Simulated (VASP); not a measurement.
A convergence study with VASP on BN (hex): one setting is varied, all else stays as given below, so the limit is that of these other settings.

```yaml
crystal:
  lattice:
    - [1.25200, -2.16853, 0.00000]
    - [1.25200, 2.16853, 0.00000]
    - [0.00000, 0.00000, 6.66000]
  atoms:
    - { symbol: B, position: [0.33333, 0.66667, 0.25000] }
    - { symbol: B, position: [0.66667, 0.33333, 0.75000] }
    - { symbol: N, position: [0.66667, 0.33333, 0.25000] }
    - { symbol: N, position: [0.33333, 0.66667, 0.75000] }
```

The numbers are results of PBE GGA, VASP's PBE PAW potentials (set 64) (plane waves; VASP), not measurements. The tightest run used: 700 eV cut-off, 19×19×7 Γ-centred mesh, Gaussian smearing of 0.050 eV, potentials B N.

| setting | E (eV/atom) | pressure (GPa) | irreducible k-points |
|---|---|---|---|
| 1×1×1 mesh | -5.6802 | 25.40 | 1 |
| 2×2×1 mesh | -8.0166 | 12.56 | 2 |
| 3×3×1 mesh | -8.7201 | 3.80 | 3 |
| 4×4×1 mesh | -8.7589 | 4.04 | 4 |

These are the cheaper rows. Estimate the results at 19×19×7 mesh, and how far the last row shown lies from them.

```
quantity        tightest run  last row shown is off by
--------------  ------------  ------------------------
E (eV/atom)          -8.7926                    0.0336
pressure (GPa)          3.26                      0.78
```

Left out are rungs that failed or repeat a setting and relaxations that didn't move; long series are thinned to 24 rows.

The compound is BN in the hex structure. The cell was not relaxed at this level.
